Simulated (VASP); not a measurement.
# AlN: GW quasiparticle gap, part 5 of 5

How does the gap of AlN change from the starting functional to GW? The cell is of the zinc-blende type, one of the forms listed for this formula. The start is a computed cell from the Materials Project.

VASP 6.6.1, plane waves and PAW; the level of theory is named at each step.

So far, quasiparticle gap on the mesh (eV): step 3 (G0W0, functional PBE, start PBE, G0W0 on PBE) 4.53; step 10 (G0W0, functional HSE with 0.16 exact exchange, start HSE with 0.16 exact …) 4.93; step 13 (G0W0, functional HSE with 0.25 exact exchange, start HSE with 0.25 exact …) 5.14; step 16 (G0W0, functional HSE with 0.33 exact exchange, start HSE with 0.33 exact …) 5.33; step 19 (G0W0, functional HSE with 0.42 exact exchange, start HSE with 0.42 exact …) 5.53.

### 22. G0W0, functional HSE with 0.50 exact exchange, start HSE with 0.50 exact exchange

This step: G0W0 on HSE with 0.50 exact exchange; plane waves and PAW (Al_GW, N_GW) (VASP 6.6.1).

One pass of GW corrects the levels to first order, with G and W from the starting orbitals.

INCAR reads:

```
SYSTEM = AlN
PREC = Accurate
ENCUT = 450
ISMEAR = 0
SIGMA = 0.01
LREAL = .FALSE.
LHFCALC = .TRUE.
AEXX = 0.5
GGA = PE
LASPH = .TRUE.
NBANDS = 64
PRECFOCK = Fast
HFSCREEN = 0.2
ALGO = EVGW0
NELMGW = 1
ENCUTGW = 120
NOMEGA = 64
NBANDSGW = 16
LWAVE = .FALSE.
LCHARG = .FALSE.
```

POSCAR reads:

```
AlN
1.0
    0.0000000000      2.1839935596      2.1839935596
    2.1839935596      0.0000000000      2.1839935596
    2.1839935596      2.1839935596      0.0000000000
Al N
1 1
Direct
    0.0000000000      0.0000000000      0.0000000000
    0.2500000000      0.2500000000      0.2500000000
```

KPOINTS reads:

```
Automatic mesh
0
Gamma
6 6 6
0 0 0
```

The projector-augmented-wave data sets are Al_GW and N_GW (PBE family, release 64).

The WAVECAR or CHGCAR of an earlier step is read.

On the command line:

```bash
$ mpirun -np 8 vasp_std
```

The log of the run:

```text
[banner, memory and clock lines left out]
running    8 mpi-ranks, on    1 nodes
[...]
[... a notice as in an earlier step ...]

 [... a notice as in an earlier step ...]

 LDA part: xc-table for (Slater+PW92), standard interpolation
 found WAVECAR, reading the header
 POSCAR, INCAR and KPOINTS ok, starting setup
[...]
reading WAVECAR
 the WAVECAR file was read successfully
 initial charge from wavefunction
 available memory per node:    130.32 GB, setting MAXMEM to    133451

 The Fermi energy was updated, please check that it is located mid-gap
 values below the HOMO (VB) or above the LUMO (CB) will cause erroneous energies
 E-fermi :   5.9534

 calculate exact exchange contribution
 the WAVEDER file was read successfully
energies w=
    0.000    0.000    0.664    0.000    1.326    0.000    1.986    0.000
    2.640    0.000    3.290    0.000    3.933    0.000    4.568    0.000
    5.196    0.000    5.815    0.000    6.425    0.000    7.027    0.000
[...]
total number of BLAS operations        113.63 Gflops
NQ=  12   -0.3333    0.3333    0.0000,
|.........|.........|.........|.........|.........|.........|.........|.........
 performed       4038000 updates of chi_q(r,r)
 total number of BLAS operations        125.89 Gflops
NQ=  13    0.5000    0.5000    0.0000,
|.........|.........|.........|.........|.........|.........|.........|.........
 performed       4235000 updates of chi_q(r,r)
 total number of BLAS operations        132.38 Gflops
NQ=  14    0.5000    0.3333    0.1667,
|.........|.........|.........|.........|.........|.........|.........|.........
 performed       4748000 updates of chi_q(r,r)
 total number of BLAS operations        148.16 Gflops
NQ=  15   -0.3333    0.3333    0.1667,
|.........|.........|.........|.........|.........|.........|.........|.........
 performed       5228000 updates of chi_q(r,r)
 total number of BLAS operations        162.94 Gflops
NQ=  16   -0.3333    0.5000    0.1667,
|.........|.........|.........|.........|.........|.........|.........|.........
 performed       5616000 updates of chi_q(r,r)
 total number of BLAS operations        174.88 Gflops
 resolving degeneracies of screened two electron integrals

 calculate QP shifts <psi_nk| G(iteration)W_0 |psi_nk>: iteration 1
 entering main loop
```

The job ended after 16 s (8 MPI ranks of Intel Xeon 6975P-C (Granite Rapids), shared host; peak memory 1.9 GiB; 2.1 min of CPU time).

Parts of OUTCAR (step 22):

```text
 QP shifts <psi_nk| G(iteration)W_0 |psi_nk>: iteration 1
 for sc-GW calculations column KS-energies equals QP-energies in previous step
 and V_xc(KS)=  KS-energies - (<T + V_ion + V_H > + <T+V_H+V_ion>^1  + <V_x>^1)
 k-point   1 :       0.0000    0.0000    0.0000
  band No.  KS-energies  QP-energies   sigma(KS)   V_xc(KS)     V^pw_x(r,r')   Z            occupation Imag(sigma)
      1     -14.8921     -13.0865     -17.5676     -19.8569     -24.9659       0.7887       2.0000       1.1087
      2       3.0101       3.4961     -18.0317     -18.6175     -20.8350       0.8296       2.0000       0.0467
      3       3.0101       3.4961     -18.0317     -18.6175     -20.8350       0.8296       2.0000       0.0467
      4       3.0101       3.4961     -18.0317     -18.6175     -20.8350       0.8296       2.0000       0.0467
      5      10.0517      10.4459     -10.7777     -11.2396      -7.2508       0.8532       0.0000      -0.0491
      6      19.0286      19.2433      -8.4301      -8.6832      -4.0183       0.8483       0.0000      -0.0756
      7      19.0286      19.2433      -8.4301      -8.6832      -4.0183       0.8483       0.0000      -0.0756
      8      19.0286      19.2433      -8.4301      -8.6832      -4.0183       0.8483       0.0000      -0.0756
    ...

[... 2 parts as in an earlier step ...]

[... 1 further part left out ...]
[key lines of the parts left out:]
E-fermi :   5.9534
```

GW takes the gap from 5.886 to 5.704 eV. That is +1176 meV against G0W0 on PBE. The value holds for 64 bands, ENCUTGW = 120 eV and this mesh, and isn't shown to be converged in them.

### 23. Summary

This step: GW series: G0W0 on PBE, G0W0 on HSE with 0.08 exact exchange, G0W0 on HSE with 0.16 exact exchange, G0W0 on HSE with 0.25 exact exchange, G0W0 on HSE with 0.33 exact exchange, G0W0 on HSE with 0.42 exact exchange, G0W0 on HSE with 0.50 exact exchange; plane waves and PAW (VASP 6.6.1).

Derived from the runs above.

G0W0 on a 6x6x6 mesh; cost is wall time times ranks on a shared host, with the step that makes the empty bands but not the self-consistent start. G0W0 series:

| share of exact exchange | gap of the starting hybrid (eV) | quasiparticle gap (eV) | direct quasiparticle gap (eV) | cost (core minutes) |
| --- | --- | --- | --- | --- |
| 0 | 3.315 | 4.528 | 5.714 | 2.24 |
| 0.08 | 3.704 | 4.729 | 5.926 | 14.48 |
| 0.16 | 4.106 | 4.928 | 6.135 | 14.48 |
| 0.25 | 4.566 | 5.143 | 6.36 | 14.53 |
| 0.33 | 4.982 | 5.328 | 6.555 | 15.44 |
| 0.42 | 5.458 | 5.529 | 6.767 | 16.48 |
| 0.5 | 5.886 | 5.704 | 6.95 | 15.39 |

### 24. What came out

* G0W0 on PBE, 64 bands, ENCUTGW 120 eV, NOMEGA 64, mesh 6×6×6: 3.315 → 4.528 eV
* G0W0 on HSE with 0.08 exact exchange, 64 bands, ENCUTGW 120 eV, NOMEGA 64, mesh 6×6×6: 3.704 → 4.729 eV
* G0W0 on HSE with 0.16 exact exchange, 64 bands, ENCUTGW 120 eV, NOMEGA 64, mesh 6×6×6: 4.105 → 4.928 eV
* G0W0 on HSE with 0.25 exact exchange, 64 bands, ENCUTGW 120 eV, NOMEGA 64, mesh 6×6×6: 4.566 → 5.143 eV
* G0W0 on HSE with 0.33 exact exchange, 64 bands, ENCUTGW 120 eV, NOMEGA 64, mesh 6×6×6: 4.982 → 5.328 eV
* G0W0 on HSE with 0.42 exact exchange, 64 bands, ENCUTGW 120 eV, NOMEGA 64, mesh 6×6×6: 5.458 → 5.529 eV
* G0W0 on HSE with 0.50 exact exchange, 64 bands, ENCUTGW 120 eV, NOMEGA 64, mesh 6×6×6: 5.886 → 5.704 eV

G0W0 gives a quasiparticle gap of 4.528 eV on the mesh, 1.21 eV over the PBE gap on the same mesh. One-shot gaps: 4.528 eV from PBE, 4.729 eV from HSE with 0.08 exact exchange, 4.928 eV from HSE with 0.16 exact exchange, 5.143 eV from HSE with 0.25 exact exchange, 5.328 eV from HSE with 0.33 exact exchange, 5.529 eV from HSE with 0.42 exact exchange and 5.704 eV from HSE with 0.50 exact exchange. The starting gaps span 2.57 eV and the one-shot gaps 1.18 eV. For each 0.1 of exact exchange the starting gap grows by 0.51 eV and the G0W0 gap by 0.24 eV (straight-line fits). The two lines cross at a share of 0.45, where G0W0 leaves the gap unchanged at these settings; a fuller basis would move that share. All hybrids screen the exact exchange as HSE06 does (HFSCREEN = 0.2) and differ in its share alone. Bands, response cutoff and mesh weren't tested for convergence, and band edges off the mesh aren't seen. Not tabulated here, as repeats of values shown or as unfit to read for their mesh, reference level or band range: eps2 curves (empty bands); eps1 curves and static values (empty bands); gaps (empty bands).

[Lines on the potential files, build, host, timing and source positions are cut from VASP's logs without a mark.]

[Logs are printed without paths, hosts, clocks, repeated set-up lines and the standing remarks that a program may print on its own settings, such as how far it seeks lower states.]

[Hosts, paths, dates, database ids (printed as entryN), source tags and the programs' standing remarks are cut or masked in the printed files.]

[Pressures printed for these runs are not shown converged in the cutoff: they can be off by several GPa and have the wrong sign.]
